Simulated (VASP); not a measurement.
# MgO (Periclase): GW quasiparticle gap, part 4 of 4

Aim: the quasiparticle gap of MgO (Periclase), and what it costs to get it. The cell is of the rock-salt type, one of the forms listed for this formula. The start is a cell from a database of measured crystal structures.

VASP 6.6.1, plane waves and PAW; the level of theory is named at each step.

So far, quasiparticle gap on the mesh (eV): step 3 (G0W0, ENCUTGW 80, bands in the sums 32) 6.92; step 9 (G0W0, ENCUTGW 145, bands in the sums 80) 7.18; step 11 (G0W0, ENCUTGW 170, bands in the sums 96) 7.25; step 13 (G0W0, ENCUTGW 200, bands in the sums 128) 7.31; step 15 (G0W0, ENCUTGW 230, bands in the sums 152) 7.33.

The database entry behind the starting cell differs from later determinations by our own check (about 0.1 % long), so it need not match the best structure at ambient conditions.

**17. G0W0, ENCUTGW 260, bands in the sums 184**

This step: G0W0 on PBE; plane waves and PAW (Mg_GW, O_GW) (VASP 6.6.1).

ENCUTGW rises to 260 eV and the bands with it, to about the number of plane waves under that cutoff.

INCAR reads:

```
SYSTEM = MgO
PREC = Accurate
ENCUT = 440
ISMEAR = 0
SIGMA = 0.01
LREAL = .FALSE.
GGA = PE
NBANDS = 184
ALGO = EVGW0
NELMGW = 1
ENCUTGW = 260
NOMEGA = 64
PRECFOCK = Fast
NBANDSGW = 16
LWAVE = .FALSE.
LCHARG = .FALSE.
```

POSCAR reads:

```
MgO
1.0
    0.0000000000      2.1085000000      2.1085000000
    2.1085000000      0.0000000000      2.1085000000
    2.1085000000      2.1085000000      0.0000000000
Mg O
1 1
Direct
    0.0000000000      0.0000000000      0.0000000000
    0.5000000000      0.5000000000      0.5000000000
```

KPOINTS reads:

```
Automatic mesh
0
Gamma
4 4 4
0 0 0
```

Potentials, in the order of the species: Mg_GW and O_GW (PBE family, release 64).

Launch:

```sh
mpirun -np 8 vasp_std
```

What it wrote:

```text
[banner, memory and clock lines left out]
running    8 mpi-ranks, on    1 nodes
[...]
[... a notice as in an earlier step ...]

|                                                                             |
|           W    W    AA    RRRRR   N    N  II  N    N   GGGG   !!!           |
|           W    W   A  A   R    R  NN   N  II  NN   N  G    G  !!!           |
|           W    W  A    A  R    R  N N  N  II  N N  N  G       !!!           |
|           W WW W  AAAAAA  RRRRR   N  N N  II  N  N N  G  GGG   !            |
|           WW  WW  A    A  R   R   N   NN  II  N   NN  G    G                |
|           W    W  A    A  R    R  N    N  II  N    N   GGGG   !!!           |
|                                                                             |
|     The default for ENCUTGWSOFT is different in this version of VASP.       |
|     please manually set ENCUTGWSOFT =260 in the INCAR file.                 |
|                                                                             |

[...]
total number of BLAS operations        175.23 Gflops
NQ=   4    0.2500    0.2500    0.0000,
|.........|.........|.........|.........|.........|.........|.........|.........
 performed       1045000 updates of chi_q(r,r)
 total number of BLAS operations        253.81 Gflops
NQ=   5    0.5000    0.2500    0.0000,
|.........|.........|.........|.........|.........|.........|.........|.........
 performed       1490000 updates of chi_q(r,r)
 total number of BLAS operations        374.45 Gflops
NQ=   6   -0.2500    0.2500    0.0000,
|.........|.........|.........|.........|.........|.........|.........|.........
 performed       1876000 updates of chi_q(r,r)
 total number of BLAS operations        474.65 Gflops
NQ=   7    0.5000    0.5000    0.0000,
|.........|.........|.........|.........|.........|.........|.........|.........
 performed       2097000 updates of chi_q(r,r)
 total number of BLAS operations        538.67 Gflops
NQ=   8   -0.2500    0.5000    0.2500,
|.........|.........|.........|.........|.........|.........|.........|.........
 performed       2412000 updates of chi_q(r,r)
 total number of BLAS operations        616.96 Gflops
 resolving degeneracies of screened two electron integrals

 calculate QP shifts <psi_nk| G(iteration)W_0 |psi_nk>: iteration 1
 entering main loop
[key lines of the parts left out:]
E-fermi :   5.5147
```

It took 25 s on 8 MPI ranks of AMD EPYC 7R13 (Zen 3), shared host; peak memory 1.2 GiB; 3.2 min of CPU time.

From OUTCAR (step 17):

```text
 QP shifts <psi_nk| G(iteration)W_0 |psi_nk>: iteration 1
 for sc-GW calculations column KS-energies equals QP-energies in previous step
 and V_xc(KS)=  KS-energies - (<T + V_ion + V_H > + <T+V_H+V_ion>^1  + <V_x>^1)
 k-point   1 :       0.0000    0.0000    0.0000
  band No.  KS-energies  QP-energies   sigma(KS)   V_xc(KS)     V^pw_x(r,r')   Z            occupation Imag(sigma)
      1     -14.0781     -16.4016     -21.5196     -18.1235     -29.9032       0.6842       2.0000       1.1012
      2       3.1730       1.6348     -21.6990     -19.7183     -25.3016       0.7766       2.0000       0.0738
      3       3.1730       1.6348     -21.6990     -19.7183     -25.3016       0.7766       2.0000       0.0738
      4       3.1730       1.6348     -21.6990     -19.7183     -25.3016       0.7766       2.0000       0.0738
      5       7.8564       8.9916     -10.7921     -12.1583      -7.2643       0.8310       0.0000      -0.0610
      6      18.9482      20.0895      -7.6367      -9.0243      -3.0494       0.8225       0.0000      -0.0968
      7      18.9482      20.0895      -7.6367      -9.0243      -3.0494       0.8225       0.0000      -0.0968
      8      18.9482      20.0895      -7.6367      -9.0243      -3.0494       0.8225       0.0000      -0.0968
    ...

[... 1 part as in an earlier step ...]

[... 2 further parts left out ...]
[key lines of the parts left out:]
E-fermi :   5.5147
```

The gap is now 7.357 eV, +28 meV against the GW run before.

**18. Summary**

This step: GW series: G0W0 on PBE; plane waves and PAW (VASP 6.6.1).

No new run; the numbers come from the runs before.

This step gave:

```
gap extrapolated to a complete basis        : 7.456 eV
direct gap extrapolated to a complete basis : 7.456 eV
```

G0W0 on a 4x4x4 mesh; cost is wall time times ranks on a shared host, with the step that makes the empty bands but not the self-consistent start. G0W0 series:

```csv
response cutoff ENCUTGW (eV),bands,quasiparticle gap (eV),direct quasiparticle gap (eV),cost (core minutes)
80,32,6.92,6.92,1.01
100,48,7.014,7.014,1.28
120,56,7.1,7.1,1.52
145,80,7.182,7.182,1.68
170,96,7.248,7.248,1.95
200,128,7.307,7.307,2.35
230,152,7.329,7.329,3.12
260,184,7.357,7.357,3.65
```

**19. What came out**

| Property | Result |
| --- | --- |
| G0W0 on PBE, 184 bands, ENCUTGW 260 eV, NOMEGA 64, mesh 4×4×4 | 4.683 → 7.357 eV |
| G0W0 on PBE, 32 bands, ENCUTGW 80 eV, NOMEGA 64, mesh 4×4×4 | 4.683 → 6.920 eV |
| gap at a complete basis (linear in ENCUTGW^-3/2) | 7.46 eV |

What this shows: G0W0 gives a quasiparticle gap of 7.357 eV on the mesh, 2.67 eV over the PBE gap on the same mesh. The steps of the series move the gap by +94, +86, +82, +66, +59, +22, +28 meV; the last costs 1.2 times the one before. The last step lies within a tolerance of 30 meV, picked for this account, and the last two together move the gap by +50 meV. Extrapolated from the last three points to a complete basis, the gap is 7.46 eV, +99 meV from the dearest run. The extrapolation removes the error of the response basis alone, at this mesh, ENCUT and data set. On a mesh this coarse the value is a test of cost more than a converged gap. Not tabulated here, as repeats of values shown or as unfit to read for their mesh, reference level or band range: eps2 curves (empty bands); eps1 curves and static values (empty bands); gaps (empty bands).

[Lines on the potential files, build, host, timing and source positions are cut from VASP's logs without a mark.]

[Logs are printed without paths, hosts, clocks, repeated set-up lines and the standing remarks that a program may print on its own settings, such as how far it seeks lower states.]

[Hosts, paths, dates, database ids (printed as entryN), source tags and the programs' standing remarks are cut or masked in the printed files.]

[Pressures printed for these runs are not shown converged in the cutoff: they can be off by several GPa and have the wrong sign.]
